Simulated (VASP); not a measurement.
# Sn2GeO2 in VASP: further runs, part 2 of 3

VASP 6.6.1.

## (3) Relaxation of cell and atoms, PBE

This run uses another cell than the first one, of 16.06 Å³/atom, 0.763 times its volume.

INCAR

```
SYSTEM = Sn2GeO2
PREC = Normal
ENCUT = 520
EDIFF = 1E-4
ISMEAR = 0
SIGMA = 0.15
LREAL = .False.
LASPH = .True.
NELM = 60
ALGO = Fast
ISIF = 3
LWAVE = .False.
LCHARG = .False.
GGA = PE
IBRION = 2
NSW = 24
EDIFFG = -0.08
KPAR = 2
```

KPOINTS

```
regular mesh
0
Gamma
  5 5 5
  0 0 0
```

POSCAR

```
Sn2GeO2
1.0
   -2.0181923900      2.0181923900      4.9275188100
    2.0181923900     -2.0181923900      4.9275188100
    2.0181923900      2.0181923900     -4.9275188100
Sn Ge O
2 1 2
Direct
    0.6381608800      0.6381608800      0.0000000000
    0.3618391200      0.3618391200      0.0000000000
    0.0000000000      0.0000000000      0.0000000000
    0.2500000000      0.7500000000      0.5000000000
    0.7500000000      0.2500000000      0.5000000000
```

Potentials or basis: VASP PAW PBE potentials, release 64 (Sn_d, Ge_d, O).

Command:

```bash
$ cat potpaw_PBE.64/Sn_d/POTCAR potpaw_PBE.64/Ge_d/POTCAR potpaw_PBE.64/O/POTCAR > POTCAR
$ mpirun -np 2 vasp_std > vasp.out
```

OUTCAR:

```text
SYSTEM = Sn2GeO2
   PREC = Normal
   ENCUT = 520
   EDIFF = 1E-4
   ISMEAR = 0
   LREAL = .False.
   LASPH = .True.
   NELM = 60
   ISIF = 3
   GGA = PE
   IBRION = 2
   NSW = 24
   EDIFFG = -0.08

 ion  position               nearest neighbor table
   1  0.638  0.638  0.000-   4 2.30   5 2.30   4 2.30   5 2.30   2 2.72   3 3.16   3 3.16   3 3.16
                             3 3.16   2 3.61   2 3.61   2 3.61   2 3.61
   2  0.362  0.362  0.000-   4 2.30   5 2.30   4 2.30   5 2.30   1 2.72   3 3.16   3 3.16   3 3.16
                             3 3.16   1 3.61   1 3.61   1 3.61   1 3.61
   3  0.000  0.000  0.000-   1 3.16   1 3.16   1 3.16   2 3.16   1 3.16   2 3.16   2 3.16   2 3.16

   4  0.250  0.750  0.500-   1 2.30   2 2.30   2 2.30   1 2.30
   5  0.750  0.250  0.500-   1 2.30   2 2.30   2 2.30   1 2.30

  LATTYP: Found a body centered tetragonal cell.
 ALAT       =     4.0363847800
 C/A-ratio  =     2.4415505848

  Lattice vectors:

 A1 = (  -2.0181923900,   2.0181923900,   4.9275188100)
 A2 = (   2.0181923900,  -2.0181923900,   4.9275188100)
 A3 = (   2.0181923900,   2.0181923900,  -4.9275188100)

Analysis of symmetry for initial positions (statically):
=====================================================================
 Subroutine PRICEL returns:
 Original cell was already a primitive cell.

 Routine SETGRP: Setting up the symmetry group for a
 body centered tetragonal supercell.

[... 174 lines left out ...]
  --------------------------------------------------------------------------------------
  -------------------------------------------------------------------------------------
  Total       -0.5144708     -0.5144708      8.3953958      0.0000000      0.0000000      0.0000000
  in kB      -10.2673381    -10.2673381    167.5476527      0.0000000      0.0000000      0.0000000
  external PRESSURE =      49.0043255 kB  Pullay stress =       0.0000000 kB
[... 98 lines left out ...]
  FREE ENERGIE OF THE ION-ELECTRON SYSTEM (eV)
  ---------------------------------------------------
  free  energy   TOTEN  =       -25.1110229138 eV

  energy  without entropy=      -25.0763793325  energy(sigma->0) =      -25.09370112

[... ionic steps 4 to 10 ...]

--------------------------------------- Ionic step       11  -------------------------------------------

 number of electron      54.0000046 magnetization

------------------------ aborting loop because EDIFF is reached ----------------------------------------
[... 73 lines left out ...]
--------------------------------------- Ionic step       13  -------------------------------------------

 number of electron      54.0000048 magnetization

 Free energy of the ion-electron system (eV)
  ---------------------------------------------------
  ext. energy  EPLUGINS =         0.00000000
  ---------------------------------------------------
  free energy    TOTEN  =       -25.63334037 eV

  energy without entropy =      -25.60659863  energy(sigma->0) =      -25.61996950

 E-fermi :   7.1913     XC(G=0): -10.8295

 val. band max:        7.1089397170   @ k =   0.4000   0.0000   0.0000
 cond. band min:       7.2555498351   @ k =  -0.2000   0.4000   0.2000
 fundamental gap:      0.1466101181
 Fermi energy:         7.1913159985

 k-point     1 :       0.0000    0.0000    0.0000
  band No.  band energies     occupation
      1     -17.3516      2.00000
      2     -17.3446      2.00000
      3     -17.3381      2.00000
      4     -17.3381      2.00000
      5     -17.3352      2.00000
      6     -14.5503      2.00000
[... 651 lines left out ...]
  FREE ENERGIE OF THE ION-ELECTRON SYSTEM (eV)
  ---------------------------------------------------
  free  energy   TOTEN  =       -25.6333403690 eV

  energy  without entropy=      -25.6065986346  energy(sigma->0) =      -25.61996950

 reached required accuracy - stopping structural energy minimisation
```

Wall time 1.7 min (2 MPI ranks of AMD EPYC 9R45 (Zen 5), shared host); peak memory 0.19 GiB.

Results:

* Free energy: -25.6333 eV
* Relaxed volume: 17.04 Å³/atom
* Relaxed cell: a = 6.708 Å, b = 6.708 Å, c = 6.708 Å, α = 147.85°, β = 147.85°, γ = 46.11°
* Space group after relaxing (to 0.05 Å): I4/mmm (No. 139)
* Energy gained by relaxing: 340.6 meV/atom
* Ionic steps: 13
* Pressure after relaxing: -0.2 GPa
* Largest force after relaxing: 0.008 eV/Å
* Band gap on the k mesh: none (metal or under the smearing width)

Forces on the atoms (eV/Å):
```
Sn   0.000  0.000  0.008
Sn   0.000  0.000 -0.008
Ge   0.000  0.000  0.000
O    0.000  0.000  0.000
O    0.000  0.000  0.000
```

The path:
| step | energy change (eV) | largest force (eV/Å) | pressure (GPa) | volume (Å³) |
| --- | --- | --- | --- | --- |
| 1 | 0.0000 | 1.7587 | 4.90 | 80.28 |
| 2 | -0.7656 | 0.1931 | 0.38 | 85.92 |
| 3 | -1.1808 | 1.1238 | -4.02 | 94.42 |
| 4 | -1.5729 | 0.8991 | -1.86 | 90.18 |
| 5 | -1.5721 | 0.9602 | -2.08 | 90.28 |
| 6 | -1.6847 | 0.4169 | -0.07 | 86.57 |
| 7 | -1.7003 | 0.1857 | 0.64 | 85.13 |
| 8 | -1.7015 | 0.1340 | 0.39 | 84.82 |
| 9 | -1.7012 | 0.0350 | 1.25 | 84.20 |
| 10 | -1.7017 | 0.1513 | 0.55 | 84.64 |
| 11 | -1.7017 | 0.0614 | 1.49 | 84.42 |
| 12 | -1.6837 | 0.3416 | -3.02 | 87.24 |
| 13 | -1.7031 | 0.0077 | -0.19 | 85.20 |

Final structure:
```xyz
5
Lattice="-1.8576 1.8576 6.1723 1.8576 -1.8576 6.1723 1.8576 1.8576 -6.1723" Properties=species:S:1:pos:R:3 pbc="T T T"
Sn    0.0000    0.0000    8.0316
Sn    0.0000    0.0000    4.3129
Ge    0.0000    0.0000    0.0000
O     1.8576    0.0000    3.0861
O     0.0000    1.8576    3.0861
```

Caveat: the k mesh is coarse (spacing up to 0.44 Å⁻¹), so the values aren't converged; the relaxation stopped at a loose force limit of 0.08 eV/Å, so its end isn't a converged minimum.

## (4) Relaxation of cell and atoms, PBE

This run uses another cell than the first one, of 18.29 Å³/atom, 0.870 times its volume.

INCAR is that of step 3.

KPOINTS

```
regular mesh
0
Gamma
  3 3 4
  0 0 0
```

POSCAR

```
Sn2GeO2
1.0
    5.0296266500      0.0000000000      0.0000000000
    0.0000000000      5.0296266500      0.0000000000
    0.0000000000      0.0000000000      3.6152556900
Sn Ge O
2 1 2
Direct
    0.0000000000      0.5000000000      0.0000000000
    0.5000000000      0.0000000000      0.0000000000
    0.0000000000      0.0000000000      0.0000000000
    0.5000000000      0.5000000000      0.6581177100
    0.5000000000      0.5000000000      0.3418822900
```

Command:

```bash
$ cat potpaw_PBE.64/Sn_d/POTCAR potpaw_PBE.64/Ge_d/POTCAR potpaw_PBE.64/O/POTCAR > POTCAR
$ mpirun -np 2 vasp_std > vasp.out
```

Run time: 80 s. Hardware: 2 MPI ranks of AMD EPYC 9R45 (Zen 5), shared host; peak memory 0.14 GiB.

It converged, with:

| Quantity | Value |
| --- | --- |
| Free energy | -20.6557 eV |
| Relaxed volume | 19.95 Å³/atom |
| Relaxed cell | a = 5.066 Å, b = 5.066 Å, c = 3.886 Å, α = 90.00°, β = 90.00°, γ = 90.00° |
| Space group after relaxing (to 0.05 Å) | P4/mmm (No. 123) |
| Energy gained by relaxing | 251.6 meV/atom |
| Ionic steps | 8 |
| Pressure after relaxing | 0.1 GPa |
| Largest force after relaxing | 0.063 eV/Å |
| Band gap on the k mesh | none (metal or under the smearing width) |

Forces on the atoms (eV/Å):
```
Sn   0.000  0.000  0.000
Sn   0.000  0.000  0.000
Ge   0.000  0.000  0.000
O    0.000  0.000 -0.063
O    0.000  0.000  0.063
```

Stress tensor (GPa, compression positive):
```
-0.03  0.00  0.00
 0.00 -0.03  0.00
 0.00  0.00  0.34
```

Step by step:
| step | energy change (eV) | largest force (eV/Å) | pressure (GPa) | volume (Å³) |
| --- | --- | --- | --- | --- |
| 1 | 0.0000 | 16.2436 | 18.08 | 91.46 |
| 2 | 10.1918 | 27.6439 | 24.50 | 121.32 |
| 3 | 2.5484 | 1.1765 | 5.38 | 100.40 |
| 4 | -0.8450 | 0.8161 | 0.08 | 101.51 |
| 5 | -1.1848 | 0.3618 | -1.61 | 101.12 |
| 6 | -1.1906 | 0.2430 | -1.63 | 100.81 |
| 7 | -1.1933 | 0.1831 | -0.69 | 100.60 |
| 8 | -1.2579 | 0.0635 | 0.09 | 99.73 |

Final structure:
```cif
data_structure
_symmetry_space_group_name_H-M 'P 1'
_symmetry_Int_Tables_number 1
_cell_length_a 5.0661
_cell_length_b 5.0661
_cell_length_c 3.8857
_cell_angle_alpha 90.000
_cell_angle_beta 90.000
_cell_angle_gamma 90.000
_cell_volume 99.73
loop_
_atom_site_label
_atom_site_type_symbol
_atom_site_fract_x
_atom_site_fract_y
_atom_site_fract_z
_atom_site_occupancy
Sn1 Sn 0.00000 0.50000 0.00000 1
Sn2 Sn 0.50000 0.00000 0.00000 1
Ge1 Ge 0.00000 0.00000 0.00000 1
O1 O 0.50000 0.50000 0.74863 1
O2 O 0.50000 0.50000 0.25137 1
```

Levels at points of the mesh, in eV from the Fermi level:
```tsv
k point	band 23	band 24	band 25	band 26	band 27	band 28	band 29	band 30	band 31	band 32
(0.00, 0.00, 0.00)	-3.12	-3.12	-2.84	-1.01	-1.01	-0.37	3.96	4.55	4.92	4.92
(0.00, 0.00, 0.50)	-2.61	-2.61	-2.42	-2.42	-2.34	-1.27	-0.87	0.01	2.56	5.41
```

Caveat: the k mesh is coarse (spacing up to 0.43 Å⁻¹), so the values aren't converged; the standard files for N, O and F lose accuracy on very short bonds; the relaxation stopped at a loose force limit of 0.08 eV/Å, so its end isn't a converged minimum.

## (5) Relaxation of cell and atoms, PBE

This run uses another cell than the first one, of 23.07 Å³/atom, 1.097 times its volume.

INCAR is that of step 4.

KPOINTS

```
regular mesh
0
Gamma
  4 4 3
  0 0 0
```

POSCAR

```
Sn2GeO2
1.0
    2.3434759500     -3.9936888200      0.0000000000
    2.3434759500      3.9936888200      0.0000000000
    0.0000000000      0.0000000000      6.1617141100
Sn Ge O
2 1 2
Direct
    0.7354576800      0.7354576800      0.0000000000
    0.2645423200      0.2645423200      0.0000000000
    0.5000000000      0.5000000000      0.5000000000
    0.0000000000      0.5000000000      0.0000000000
    0.5000000000      0.0000000000      0.0000000000
```

Command:

```bash
$ cat potpaw_PBE.64/Sn_d/POTCAR potpaw_PBE.64/Ge_d/POTCAR potpaw_PBE.64/O/POTCAR > POTCAR
$ mpirun -np 2 vasp_std > vasp.out
```

Run time: 2.9 min. Hardware: 2 MPI ranks of AMD EPYC 9R45 (Zen 5), shared host; peak memory 0.18 GiB.

The run converged. Its results:

| Item | Value |
| --- | --- |
| Free energy | -22.7124 eV |
| Relaxed volume | 23.49 Å³/atom |
| Relaxed cell | a = 5.112 Å, b = 5.112 Å, c = 4.687 Å, α = 90.00°, β = 90.00°, γ = 106.50° |
| Space group after relaxing (to 0.05 Å) | Cmmm (No. 65) |
| Energy gained by relaxing | 1076.7 meV/atom |
| Ionic steps | 18 |
| Pressure after relaxing | 0.0 GPa |
| Largest force after relaxing | 0.020 eV/Å |
| Band gap on the k mesh | none (metal or under the smearing width) |

Forces on the atoms (eV/Å):
```
Sn   0.020  0.000  0.000
Sn  -0.020  0.000  0.000
Ge   0.000  0.000  0.000
O    0.000  0.000  0.000
O    0.000  0.000  0.000
```

Stress tensor (GPa, compression positive):
```
-0.02  0.00  0.00
 0.00  0.19  0.00
 0.00  0.00 -0.22
```

Step by step:
```csv
step,energy change (eV),largest force (eV/Å),pressure (GPa),volume (Å³)
1,0.0000,7.4985,21.44,115.34
2,-1.2305,7.1895,-6.42,170.05
3,-2.6431,6.1858,1.35,138.13
4,-4.1087,0.3191,-7.33,156.37
5,-4.3248,0.6414,-5.77,150.60
6,-4.8143,0.1865,-0.30,132.95
7,-4.8257,0.0988,-0.07,130.88
8,-5.1633,0.3258,0.95,123.23
9,-5.2454,1.0146,2.44,115.94
10,-5.2528,0.7685,1.98,117.85
11,-5.3291,0.4357,-0.34,120.06
12,-5.3389,0.2934,-1.19,121.07
13,-5.3679,0.1488,-0.43,119.99
14,-5.3708,0.1080,-0.25,119.69
15,-5.3694,0.0577,-0.31,119.07
16,-5.3714,0.1470,-0.41,119.48
17,-5.3797,0.0534,-0.12,118.48
18,-5.3835,0.0196,-0.02,117.46
```

Final structure:
```
Sn Ge O
1.0
     3.05907   -4.09627    0.00000
     3.05907    4.09627    0.00000
     0.00000    0.00000    4.68667
Sn Ge O
2 1 2
Direct
  0.75752 0.75752 0.00000
  0.24248 0.24248 0.00000
  0.50000 0.50000 0.50000
  0.00000 0.50000 0.00000
  0.50000 0.00000 0.00000
```

Levels at points of the mesh, in eV from the Fermi level:
```
           k point  band 23  band 24  band 25  band 26  band 27  band 28  band 29  band 30  band 31  band 32
(0.00, 0.00, 0.00)    -2.81    -1.74    -1.28    -0.79    -0.26    -0.01     1.34     2.60     4.97     5.34
(0.50, 0.00, 0.00)    -2.40    -2.14    -1.77    -0.68    -0.21     0.38     1.04     2.01     3.09     4.70
(0.50, 0.50, 0.00)    -2.39    -2.13    -2.07    -0.91    -0.33     0.23     1.58     2.90     3.81     4.53
```

Caveat: the k mesh is coarse (spacing up to 0.39 Å⁻¹), so the values aren't converged; the relaxation stopped at a loose force limit of 0.08 eV/Å, so its end isn't a converged minimum.

(Continued in part 3 of 3.)
